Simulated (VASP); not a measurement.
# CoSi2: structure and properties in VASP, part 4 of 8

Wanted: the relaxed cell of CoSi2 and its properties. The start is a cell from a database of measured crystal structures.

VASP 6.6.1, plane waves and PAW; the level of theory is named at each step.

Still holding for the runs below: The k-mesh is coarse for a metal. A U on the itinerant d states of such a compound is hard to justify; it moves the bands at the Fermi level.

So far. Step 4 (Magnetic start: antiferromagnetic, q = (1/2, 1/2, 0)): The energy lies +4.6 meV an atom from the first pattern, and both runs end without moments, so a difference comes from cell, mesh or thresholds alone. The moments fall under 0.1 μB, and the mesh shows no gap. Step 5 (The orders side by side): All patterns lost their moments. Runs that ended non-magnetic differ by up to 5.0 meV an atom among themselves, which can come from the unlike meshes of the cells or from a run that isn't fully settled.

**6. Relaxing cell and atoms (PBE + U)**

This step: PBE, DFT+U (Co d 4 eV), zero-moment start; plane waves and PAW (Co, Si) (VASP 6.6.1).

System of this step: CoSi2. Symmetry: Fm-3m, No. 225, cubic system. Conventional cell: a = 5.365 Å, b = 5.365 Å, c = 5.365 Å, α = 90.00°, β = 90.00°, γ = 90.00°. Co has 8 Si at 2.32 Å nearest. Si has 4 Co at 2.32 Å nearest. Farther neighbours are not listed.

The start need not lie at this functional's minimum. ISIF = 3 frees volume, shape and positions, and EDIFFG sets the threshold on forces and stress at which the search stops.

INCAR

```
SYSTEM = CoSi2
PREC = Accurate
ENCUT = 400
EDIFF = 1E-06
NELM = 100
ISMEAR = 0
SIGMA = 0.05
LREAL = .FALSE.
ALGO = Normal
GGA = PE
NBANDS = 16
ISPIN = 2
MAGMOM = 0 -0 -0
LDAU = .TRUE.
LDAUTYPE = 2
LDAUL = 2 -1
LDAUU = 4 0
LDAUJ = 0 0
LDAUPRINT = 1
LASPH = .TRUE.
LMAXMIX = 4
LORBIT = 11
LWAVE = .FALSE.
LCHARG = .FALSE.
KPAR = 8
IBRION = 2
NSW = 60
ISIF = 3
EDIFFG = -0.01
```

POSCAR

```
CoSi2
1.0
    0.0000000000      2.6825000000      2.6825000000
    2.6825000000      0.0000000000      2.6825000000
    2.6825000000      2.6825000000      0.0000000000
Co Si
1 2
Direct
    0.0000000000      0.0000000000      0.0000000000
    0.2500000000      0.2500000000      0.2500000000
    0.7500000000      0.7500000000      0.7500000000
```

KPOINTS

```
Automatic mesh
0
Gamma
6 6 6
0 0 0
```

Potentials, in the order of the species: Co and Si (PBE family, release 64).

Run with:

```console
$ mpirun -np 8 vasp_std
```

What it wrote:

```text
[banner, memory and clock lines left out]
running    8 mpi-ranks, on    1 nodes
 distrk:  each k-point on    1 cores,    8 groups
 distr:  one band on    1 cores,    1 groups

 POSCAR found type information on POSCAR CoSi
 POSCAR found :  2 types and       3 ions
 [... a notice as in an earlier step ...]

 LDA part: xc-table for (Slater+PW92), standard interpolation
 POSCAR, INCAR and KPOINTS ok, starting setup
 FFT: planning ... GRIDC
 FFT: planning ... GRID_SOFT
 FFT: planning ... GRID
 WAVECAR not read
 entering main loop
       N       E                     dE             d eps       ncg     rms          rms(c)
DAV:   1     0.543153248760E+02    0.54315E+02   -0.56771E+03  1032   0.812E+02
DAV:   2    -0.140379208875E+02   -0.68353E+02   -0.61355E+02  1176   0.179E+02
DAV:   3    -0.165190466193E+02   -0.24811E+01   -0.24565E+01  1336   0.394E+01
DAV:   4    -0.165561605047E+02   -0.37114E-01   -0.37105E-01  1224   0.474E+00
DAV:   5    -0.165570781526E+02   -0.91765E-03   -0.91763E-03  1288   0.714E-01    0.125E+01
DAV:   6    -0.179059295955E+02   -0.13489E+01   -0.10733E+01  1056   0.683E+01    0.110E+01
DAV:   7    -0.158569528233E+02    0.20490E+01   -0.51067E+00  1264   0.546E+01    0.394E+00
DAV:   8    -0.158023683456E+02    0.54584E-01   -0.30650E-01  1096   0.428E+00    0.809E-01
DAV:   9    -0.157997890926E+02    0.25793E-02   -0.18682E-02  1360   0.225E+00    0.399E-01
DAV:  10    -0.158008985598E+02   -0.11095E-02   -0.36848E-03  1152   0.665E-01    0.172E-01
DAV:  11    -0.158008122428E+02    0.86317E-04   -0.33742E-04  1336   0.276E-01    0.382E-02
DAV:  12    -0.158008231344E+02   -0.10892E-04   -0.32716E-05  1096   0.511E-02    0.992E-03
DAV:  13    -0.158008226991E+02    0.43529E-06   -0.24490E-06  1280   0.169E-02
   1 F= -.15800823E+02 E0= -.15799248E+02  d E =-.158008E+02  mag=     0.0000
 curvature:   0.00 expect dE= 0.000E+00 dE for cont linesearch  0.000E+00
 trial: gam= 0.00000 g(F)=  0.525E-45 g(S)=  0.837E-01 ort = 0.000E+00 (trialstep = 0.100E+01)
 search vector abs. value=  0.837E-01
 bond charge predicted
       N       E                     dE             d eps       ncg     rms          rms(c)
DAV:   1    -0.166062801750E+02   -0.80546E+00   -0.75824E+00  1072   0.476E+01    0.918E+00
DAV:   2    -0.183778412673E+02   -0.17716E+01   -0.14054E+01  1152   0.791E+01    0.120E+01
DAV:   3    -0.157978282048E+02    0.25800E+01   -0.59905E+00  1232   0.601E+01    0.138E+00
DAV:   4    -0.158095467026E+02   -0.11718E-01   -0.28797E-01  1024   0.292E+00    0.956E-01
DAV:   5    -0.157992599127E+02    0.10287E-01   -0.15147E-02  1456   0.223E+00    0.307E-01
DAV:   6    -0.157990324849E+02    0.22743E-03   -0.26957E-03  1216   0.514E-01    0.997E-02
DAV:   7    -0.157989835128E+02    0.48972E-04   -0.18798E-04  1440   0.248E-01    0.383E-02
DAV:   8    -0.157989889485E+02   -0.54357E-05   -0.38891E-05  1168   0.521E-02    0.166E-02
DAV:   9    -0.157989893948E+02   -0.44630E-06   -0.10920E-06   784   0.120E-02
   2 F= -.15798989E+02 E0= -.15797425E+02  d E =0.183330E-02  mag=     0.0000
 trial-energy change:    0.001833  1 .order    0.003356   -0.083659    0.090372
 step:   0.4938(harm=  0.4807)  dis= 0.00000  next Energy=   -15.821663 (dE=-0.208E-01)
 bond charge predicted
       N       E                     dE             d eps       ncg     rms          rms(c)
DAV:   1    -0.160311216610E+02   -0.23213E+00   -0.20033E+00  1040   0.249E+01    0.433E+00
DAV:   2    -0.165311300157E+02   -0.50001E+00   -0.37468E+00  1232   0.428E+01    0.727E+00
DAV:   3    -0.158276800420E+02    0.70345E+00   -0.18159E+00  1152   0.276E+01    0.920E-01
DAV:   4    -0.158243524060E+02    0.33276E-02   -0.28420E-02  1040   0.124E+00    0.506E-01
DAV:   5    -0.158220869207E+02    0.22655E-02   -0.24868E-03  1392   0.950E-01    0.938E-02
DAV:   6    -0.158221013878E+02   -0.14467E-04   -0.31174E-04  1168   0.139E-01    0.470E-02
DAV:   7    -0.158221127175E+02   -0.11330E-04   -0.26326E-05  1280   0.515E-02    0.986E-03
DAV:   8    -0.158221111280E+02    0.15894E-05   -0.20037E-06   736   0.129E-02    0.570E-03
DAV:   9    -0.158221113970E+02   -0.26898E-06   -0.43650E-07   512   0.960E-03
   3 F= -.15822111E+02 E0= -.15820546E+02  d E =-.212887E-01  mag=     0.0000
 curvature:  -0.24 expect dE=-0.413E-05 dE for cont linesearch -0.413E-05
 trial: gam=-0.01413 g(F)=  0.103E-45 g(S)=  0.172E-04 ort = 0.120E-02 (trialstep = 0.899E+00)
 search vector abs. value=  0.363E-08
 reached required accuracy - stopping structural energy minimisation
```

Run time: 27 s. Hardware: 8 MPI ranks of Intel Xeon Platinum 8259CL at 2.50GHz (Skylake/Cascade Lake), shared host; peak memory 1.5 GiB; 2.8 min of CPU time.

From OUTCAR (step 6):

```text
   k-points           NKPTS =     16   k-points in BZ     NKDIM =     16   number of bands    NBANDS=     16

   NELECT =      17.0000    total number of electrons

atom =   1  type =  1  l = 2

 onsite density matrix

spin component  1

  0.7506 -0.0000  0.0000 -0.0000 -0.0000
 -0.0000  0.7506 -0.0000 -0.0000 -0.0000
  0.0000 -0.0000  0.8389 -0.0000  0.0000
 -0.0000 -0.0000 -0.0000  0.7506  0.0000
 -0.0000 -0.0000  0.0000  0.0000  0.8389

spin component  2

 occupancies and eigenvectors

  o =  0.7506  v =  0.0000  0.0000  0.0000  0.0000  0.0000  1.0000  0.0000  0.0000  0.0000  0.0000      0.0000  0.0000  0.0000  0.0000  0.0000  0.0000  0.0000  0.0000  0.0000  0.0000
  o =  0.7506  v =  0.0000  0.0000  0.0000  0.0000  0.0000  0.0000  0.9699  0.0000 -0.2437 -0.0000      0.0000  0.0000  0.0000  0.0000  0.0000  0.0000  0.0000  0.0000  0.0000  0.0000
  o =  0.7506  v =  0.0000  0.0000  0.0000  0.0000  0.0000  0.0000 -0.2437 -0.0000 -0.9699  0.0000      0.0000  0.0000  0.0000  0.0000  0.0000  0.0000  0.0000  0.0000  0.0000  0.0000
  o =  0.7506  v =  1.0000  0.0000  0.0000  0.0000  0.0000  0.0000  0.0000  0.0000  0.0000  0.0000      0.0000  0.0000  0.0000  0.0000  0.0000  0.0000  0.0000  0.0000  0.0000  0.0000
  o =  0.7506  v =  0.0000  0.4278  0.0000  0.9039 -0.0000  0.0000  0.0000  0.0000  0.0000  0.0000      0.0000  0.0000  0.0000  0.0000  0.0000  0.0000  0.0000  0.0000  0.0000  0.0000
  o =  0.7506  v =  0.0000  0.9039 -0.0000 -0.4278  0.0000  0.0000  0.0000  0.0000  0.0000  0.0000      0.0000  0.0000  0.0000  0.0000  0.0000  0.0000  0.0000  0.0000  0.0000  0.0000
  o =  0.8389  v =  0.0000 -0.0000 -0.1453  0.0000  0.9894  0.0000  0.0000  0.0000  0.0000  0.0000      0.0000  0.0000  0.0000  0.0000  0.0000  0.0000  0.0000  0.0000  0.0000  0.0000
  o =  0.8389  v =  0.0000 -0.0000 -0.9894  0.0000 -0.1453  0.0000  0.0000  0.0000  0.0000  0.0000      0.0000  0.0000  0.0000  0.0000  0.0000  0.0000  0.0000  0.0000  0.0000  0.0000
  o =  0.8389  v =  0.0000  0.0000  0.0000  0.0000  0.0000  0.0000  0.0000 -0.9569  0.0000  0.2903      0.0000  0.0000  0.0000  0.0000  0.0000  0.0000  0.0000  0.0000  0.0000  0.0000
  o =  0.8389  v =  0.0000  0.0000  0.0000  0.0000  0.0000  0.0000 -0.0000  0.2903  0.0000  0.9569      0.0000  0.0000  0.0000  0.0000  0.0000  0.0000  0.0000  0.0000  0.0000  0.0000

 E-fermi :  10.4172

 spin component 1
 k-point     1 :       0.0000    0.0000    0.0000
  band No.  band energies     occupation
    ...
      2       5.9842      1.00000
      3       5.9842      1.00000
      4       5.9842      1.00000
      5       7.8586      1.00000
      6       7.8586      1.00000
      7      11.3912      0.00000
      8      13.8052      0.00000
      9      13.8052      0.00000
     10      13.8052      0.00000
     11      13.9773      0.00000
    ...

 k-point     2 :       0.1667    0.0000    0.0000
  band No.  band energies     occupation
    ...
      2       5.1060      1.00000
      3       6.1308      1.00000
      4       6.1308      1.00000
      5       7.7749      1.00000
      6       7.7749      1.00000
      7      10.5227      0.00142
      8      12.3874      0.00000
      9      12.3874      0.00000
     10      12.3905      0.00000
     11      14.7597      0.00000
    ...

  Total       -0.0188735     -0.0188735     -0.0188735     -0.0000000      0.0000000      0.0000000
  in kB       -0.8083706     -0.8083706     -0.8083706     -0.0000000      0.0000000      0.0000000
  external PRESSURE =      -0.8083706 kB  Pullay stress =       0.0000000 kB

 POSITION                                       TOTAL-FORCE (eV/Angst)
 -----------------------------------------------------------------------------------
     -0.00000      0.00000      0.00000        -0.000000      0.000000     -0.000000
      1.32722      1.32722      1.32722         0.000000      0.000000      0.000000
      3.98167      3.98167      3.98167        -0.000000     -0.000000     -0.000000
 -----------------------------------------------------------------------------------
    total drift:                               -0.000000     -0.000000      0.000000

  FREE ENERGIE OF THE ION-ELECTRON SYSTEM (eV)
  ---------------------------------------------------
  free  energy   TOTEN  =       -15.8221113970 eV

  energy  without entropy=      -15.8189803761  energy(sigma->0) =      -15.82054589

 reached required accuracy - stopping structural energy minimisation

 magnetization (x)
# of ion       s       p       d       tot
------------------------------------------
    1       -0.000   0.000   0.000   0.000
    2        0.000   0.000   0.000   0.000
    3        0.000   0.000   0.000   0.000
--------------------------------------------------
tot          0.000   0.000   0.000   0.000

[... 5 parts as in an earlier step ...]

[... 11 further parts left out ...]
```

CONTCAR:

```
CoSi2
   1.00000000000000
    -0.0000000000000000    2.6544471678638288    2.6544471678638288
     2.6544471678638288    0.0000000000000000    2.6544471678638288
     2.6544471678638288    2.6544471678638288    0.0000000000000000
  Co              Si
     1     2
Direct
     0.0000000000000000    0.0000000000000000    0.0000000000000000
     0.2500000000000000    0.2500000000000000    0.2500000000000000
     0.7500000000000000    0.7500000000000000    0.7500000000000000
```

This run allows spin, but its moments start at zero, where symmetry between the spins tends to hold them, which is where the search above led. Its electron count is odd, so without a moment it is a metal by construction. The run keeps the 48 symmetry operations of its start, so it cannot find a distortion of lower symmetry.

The steps of the relaxation:

```tsv
step	energy less that of the first step (eV)	largest force (eV/Å)	pressure (GPa)	volume (Å³)
1	0.0000	0.0000	-5.47	38.61
2	0.0018	0.0000	6.30	36.20
3	-0.0213	0.0000	-0.08	37.41
```

```tsv
conventional cell, symmetrised	before	after	change
a (Å)	5.365	5.309	-1.0 %
b (Å)	5.365	5.309	-1.0 %
c (Å)	5.365	5.309	-1.0 %
volume (Å³/atom)	12.87	12.47	-3.1 %
```

Final coordinates:

```xyz
3
Lattice="0.0000 2.6544 2.6544 2.6544 0.0000 2.6544 2.6544 2.6544 0.0000" Properties=species:S:1:pos:R:3 pbc="T T T"
Co    0.0000    0.0000    0.0000
Si    1.3272    1.3272    1.3272
Si    3.9817    3.9817    3.9817
```

This step gave:

```yaml
electrons: 17
bands: 16
irreducible_k_points: 16
symmetry_operations: 48
free_energy_toten: -15.82 eV
energy_at_zero_smearing: -15.82 eV
fermi_energy: 10.42 eV
pressure: -0.08084 GPa
scf_cycles_over_all_ionic_steps: 31
```

It ends with forces that vanish by symmetry and a pressure of -0.08 GPa.

**7. Second relaxation**

The basis stayed that of the start cell while the cell moved. A rerun from the cell reached resets it; the error of the finite cutoff stays.

INCAR is that of step 6.

POSCAR

```
CoSi2
1.0
    0.0000000000      2.6544471679      2.6544471679
    2.6544471679      0.0000000000      2.6544471679
    2.6544471679      2.6544471679      0.0000000000
Co Si
1 2
Direct
    0.0000000000      0.0000000000      0.0000000000
    0.2500000000      0.2500000000      0.2500000000
    0.7500000000      0.7500000000      0.7500000000
```

KPOINTS is that of step 6.

Run with:

```console
$ mpirun -np 8 vasp_std
```

What it wrote:

```text
[... set-up lines as in an earlier step ...]
 entering main loop
       N       E                     dE             d eps       ncg     rms          rms(c)
DAV:   1     0.557866326787E+02    0.55787E+02   -0.56465E+03  1056   0.819E+02
DAV:   2    -0.140260569341E+02   -0.69813E+02   -0.62595E+02  1144   0.182E+02
DAV:   3    -0.165447819235E+02   -0.25187E+01   -0.24861E+01  1352   0.400E+01
DAV:   4    -0.165847515157E+02   -0.39970E-01   -0.39962E-01  1160   0.483E+00
DAV:   5    -0.165859059070E+02   -0.11544E-02   -0.11544E-02  1344   0.855E-01    0.131E+01
DAV:   6    -0.178038245558E+02   -0.12179E+01   -0.10362E+01  1088   0.678E+01    0.107E+01
DAV:   7    -0.158838392782E+02    0.19200E+01   -0.50086E+00  1264   0.544E+01    0.430E+00
DAV:   8    -0.158204846755E+02    0.63355E-01   -0.29810E-01  1176   0.473E+00    0.754E-01
DAV:   9    -0.158184566893E+02    0.20280E-02   -0.16173E-02  1408   0.202E+00    0.399E-01
DAV:  10    -0.158194045911E+02   -0.94790E-03   -0.29871E-03  1144   0.591E-01    0.162E-01
DAV:  11    -0.158193500190E+02    0.54572E-04   -0.24483E-04  1336   0.229E-01    0.395E-02
DAV:  12    -0.158193581042E+02   -0.80853E-05   -0.17529E-05  1096   0.357E-02    0.123E-02
DAV:  13    -0.158193579430E+02    0.16121E-06   -0.32379E-06  1208   0.160E-02
   1 F= -.15819358E+02 E0= -.15817793E+02  d E =-.158194E+02  mag=     0.0000
 curvature:   0.00 expect dE= 0.000E+00 dE for cont linesearch  0.000E+00
 trial: gam= 0.00000 g(F)=  0.148E-45 g(S)=  0.212E-04 ort = 0.000E+00 (trialstep = 0.100E+01)
 search vector abs. value=  0.212E-04
 reached required accuracy - stopping structural energy minimisation
```

Wall time 7 s (8 MPI ranks); peak memory 1.2 GiB; 42 s of CPU time.

OUTCAR, selected parts (step 7):

```text
   ENCUT  =  400.0 eV  29.40 Ry    5.42 a.u.   6.12  6.12  6.12*2*pi/ulx,y,z

   NELECT =      17.0000    total number of electrons

atom =   1  type =  1  l = 2

 onsite density matrix

spin component  1

  0.7505 -0.0000 -0.0000 -0.0000 -0.0000
 -0.0000  0.7505  0.0000  0.0000 -0.0000
 -0.0000  0.0000  0.8389 -0.0000  0.0000
 -0.0000  0.0000 -0.0000  0.7505 -0.0000
 -0.0000 -0.0000  0.0000 -0.0000  0.8389

spin component  2

 occupancies and eigenvectors

  o =  0.7505  v =  0.0000 -0.3222  0.0000 -0.9467 -0.0000  0.0000  0.0000  0.0000  0.0000  0.0000      0.0000  0.0000  0.0000  0.0000  0.0000  0.0000  0.0000  0.0000  0.0000  0.0000
  o =  0.7505  v =  0.0000 -0.9467 -0.0000  0.3222 -0.0000  0.0000  0.0000  0.0000  0.0000  0.0000      0.0000  0.0000  0.0000  0.0000  0.0000  0.0000  0.0000  0.0000  0.0000  0.0000
  o =  0.7505  v =  1.0000  0.0000  0.0000  0.0000  0.0000  0.0000  0.0000  0.0000  0.0000  0.0000      0.0000  0.0000  0.0000  0.0000  0.0000  0.0000  0.0000  0.0000  0.0000  0.0000
  o =  0.7505  v =  0.0000  0.0000  0.0000  0.0000  0.0000  0.0000  0.3489  0.0000 -0.9372  0.0000      0.0000  0.0000  0.0000  0.0000  0.0000  0.0000  0.0000  0.0000  0.0000  0.0000
  o =  0.7505  v =  0.0000  0.0000  0.0000  0.0000  0.0000  0.0000  0.9372  0.0000  0.3489 -0.0000      0.0000  0.0000  0.0000  0.0000  0.0000  0.0000  0.0000  0.0000  0.0000  0.0000
  o =  0.7505  v =  0.0000  0.0000  0.0000  0.0000  0.0000  1.0000  0.0000  0.0000  0.0000  0.0000      0.0000  0.0000  0.0000  0.0000  0.0000  0.0000  0.0000  0.0000  0.0000  0.0000
  o =  0.8389  v =  0.0000  0.0000 -1.0000 -0.0000  0.0020  0.0000  0.0000  0.0000  0.0000  0.0000      0.0000  0.0000  0.0000  0.0000  0.0000  0.0000  0.0000  0.0000  0.0000  0.0000
  o =  0.8389  v =  0.0000 -0.0000  0.0020 -0.0000  1.0000  0.0000  0.0000  0.0000  0.0000  0.0000      0.0000  0.0000  0.0000  0.0000  0.0000  0.0000  0.0000  0.0000  0.0000  0.0000
  o =  0.8389  v =  0.0000  0.0000  0.0000  0.0000  0.0000  0.0000 -0.0000  0.9999  0.0000  0.0164      0.0000  0.0000  0.0000  0.0000  0.0000  0.0000  0.0000  0.0000  0.0000  0.0000
  o =  0.8389  v =  0.0000  0.0000  0.0000  0.0000  0.0000  0.0000 -0.0000  0.0164 -0.0000 -0.9999      0.0000  0.0000  0.0000  0.0000  0.0000  0.0000  0.0000  0.0000  0.0000  0.0000

 E-fermi :  10.4173

 spin component 1
 k-point     1 :       0.0000    0.0000    0.0000
  band No.  band energies     occupation
    ...
      2       5.9854      1.00000
      3       5.9854      1.00000
      4       5.9854      1.00000
      5       7.8595      1.00000
      6       7.8595      1.00000
      7      11.3909      0.00000
      8      13.8057      0.00000
      9      13.8057      0.00000
     10      13.8057      0.00000
     11      13.9790      0.00000
    ...

 k-point     2 :       0.1667    0.0000    0.0000
  band No.  band energies     occupation
    ...
      2       5.1063      1.00000
      3       6.1314      1.00000
      4       6.1314      1.00000
      5       7.7757      1.00000
      6       7.7757      1.00000
      7      10.5231      0.00138
      8      12.3876      0.00000
      9      12.3876      0.00000
     10      12.3903      0.00000
     11      14.7600      0.00000
    ...

  Total       -0.0209574     -0.0209574     -0.0209574     -0.0000000      0.0000000     -0.0000000
  in kB       -0.8976274     -0.8976274     -0.8976274     -0.0000000      0.0000000     -0.0000000
  external PRESSURE =      -0.8976274 kB  Pullay stress =       0.0000000 kB

 POSITION                                       TOTAL-FORCE (eV/Angst)
 -----------------------------------------------------------------------------------
      0.00000      0.00000      0.00000        -0.000000     -0.000000      0.000000
      1.32722      1.32722      1.32722         0.000000      0.000000     -0.000000
      3.98167      3.98167      3.98167        -0.000000      0.000000      0.000000
 -----------------------------------------------------------------------------------
    total drift:                               -0.000000      0.000000      0.000000

  FREE ENERGIE OF THE ION-ELECTRON SYSTEM (eV)
  ---------------------------------------------------
  free  energy   TOTEN  =       -15.8193579430 eV

  energy  without entropy=      -15.8162272530  energy(sigma->0) =      -15.81779260

 magnetization (x)
# of ion       s       p       d       tot
------------------------------------------
    1       -0.000   0.000  -0.000  -0.000
    2        0.000   0.000   0.000   0.000
    3        0.000   0.000   0.000   0.000
--------------------------------------------------
tot          0.000   0.000  -0.000  -0.000

[... 4 parts as in an earlier step ...]

[... 16 further parts left out ...]
```

CONTCAR:

```
CoSi2
   1.00000000000000
     0.0000000000000000    2.6544471678999999    2.6544471678999999
     2.6544471678999999    0.0000000000000000    2.6544471678999999
     2.6544471678999999    2.6544471678999999    0.0000000000000000
  Co              Si
     1     2
Direct
     0.0000000000000000    0.0000000000000000    0.0000000000000000
     0.2500000000000000    0.2500000000000000    0.2500000000000000
     0.7500000000000000    0.7500000000000000    0.7500000000000000
```

Little changed from the start: no atom moved by 0.005 Å and no cell edge by 0.1 %.

Numbers from this step:

```
pressure                        : -0.08976 GPa
SCF cycles over all ionic steps : 13
```

It ends with forces that vanish by symmetry and a pressure of -0.09 GPa. The volume moved by under 0.01 %: the run met its threshold at the first step.

(Part 4 of 8 ends here.)

[Lines on the potential files, build, host, timing and source positions are cut from VASP's logs without a mark.]

[Logs are printed without paths, hosts, clocks, repeated set-up lines and the standing remarks that a program may print on its own settings, such as how far it seeks lower states.]

[Hosts, paths, dates, database ids (printed as entryN), source tags and the programs' standing remarks are cut or masked in the printed files.]

[A measured line is paired with the nearest computed mode of its activity, which favours agreement.]

[In band tables of VASP the shares of atoms and orbitals are scaled to a sum of 1 inside the atoms' spheres.]
